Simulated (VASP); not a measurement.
# Nd2CoSi3: single point with PBE

Crystal: Nd2CoSi3.

```xyz
6
Lattice="4.0328 0.0000 0.0000 -2.0164 3.4925 0.0000 0.0000 0.0000 8.5275" Properties=species:S:1:pos:R:3 pbc="T T T"
Nd    0.0000    2.3283    6.4239
Nd    0.0000    2.3283    2.1036
Co    2.0164    1.1642    0.0000
Si    0.0000    0.0000    4.2638
Si    0.0000    0.0000    0.0000
Si    2.0164    1.1642    4.2638
```

The cell comes from a database or a generator and needn't be the stable form of this composition.

| Property | Result |
| --- | --- |
| Program | VASP 6.6.1 |
| Task | single point |
| Functional | PBE |
| Potentials or basis | VASP PAW PBE potentials, release 64 (Nd, Co, Si) |
| Cutoff | 520 eV |
| k mesh | 8 × 8 × 3 |
| Occupations | fermi-dirac, width 0.05 eV |
| Spin | collinear spin, ferromagnetic start |
| Starting moments | [3.0, 3.0, 2.0, 0.0, 0.0, 0.0] μB |

| Property | Result |
| --- | --- |
| Pressure | -1.0 GPa |
| Largest force | 0.239 eV/Å |
| Band gap on the k mesh | none (metal or under the smearing width) |
| Net moment | 6.63 μB per cell |
| Site moments | Nd +3.04; Co -0.21; Si -0.01 μB |
| Valence electrons inside the program's atomic spheres | Nd 11.14; Co 8.28; Si 1.67, 1.68 |

Forces in eV/Å, atoms in the order of the input:
```
Nd   0.000  0.000  0.239
Nd   0.000  0.000 -0.239
Co   0.000  0.000  0.000
Si   0.000  0.000  0.000
Si   0.000  0.000  0.000
Si   0.000  0.000  0.000
```

Stress tensor (GPa, compression positive):
```
-0.93  0.00  0.00
 0.00 -0.93  0.00
 0.00  0.00 -1.20
```

Levels at points of the mesh, in eV from the Fermi level:
Spin up:
| k point | band 27 | band 28 | band 29 | band 30 | band 31 | band 32 |
| --- | --- | --- | --- | --- | --- | --- |
| (0.00, 0.00, 0.00) | 0.07 | 0.07 | 0.11 | 0.11 | 0.53 | 0.61 |
| (0.50, 0.00, 0.00) | -0.10 | -0.07 | -0.06 | 0.11 | 0.26 | 0.56 |
Spin down:
```tsv
k point	band 19	band 20	band 21	band 22	band 23	band 24
(0.00, 0.00, 0.00)	-0.85	-0.32	0.38	0.38	0.49	1.49
(0.50, 0.00, 0.00)	-1.18	-1.12	-0.72	-0.26	0.42	1.63
```

It took 19 min on 1 thread of AMD EPYC 7R13 Processor (Zen 3), with other jobs on the host, peak memory 0.34 GiB.

Caveat: the magnetic or orbital state may not be the lowest; spin-orbit coupling is left out, which moves the levels of the heavy elements; without U or exact exchange the open f shell lies at the Fermi level, which spoils levels, moments and volumes. The state reached can hang on the start; a lower one may exist.
